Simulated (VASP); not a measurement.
```yaml
crystal:
  lattice:
    - [0.00000, 3.16457, 3.16457]
    - [3.16457, 0.00000, 3.16457]
    - [3.16457, 3.16457, 0.00000]
  atoms:
    - { symbol: Ba, position: [0.00000, 0.00000, 0.00000] }
    - { symbol: F, position: [0.25000, 0.25000, 0.25000] }
    - { symbol: F, position: [0.75000, 0.75000, 0.75000] }
```

These are RPBE GGA, VASP's PBE PAW potentials (set 64) (plane waves; VASP) values and carry that method's errors. Numerical set-up: 520 eV cut-off, 6×6×6 Γ-centred mesh, Gaussian smearing of 0.050 eV, potentials Ba_sv F.

Problem. Give the stress tensor in GPa (positive for a compressed cell).

Solution. 
```
1.46  0.00  0.00
0.00  1.46  0.00
0.00  0.00  1.46
```
The pressure is its mean diagonal, 1.46 GPa.

The compound is BaF2 in the fluorite structure. This cell is one point of a volume scan, at 0.97 of the reference volume.
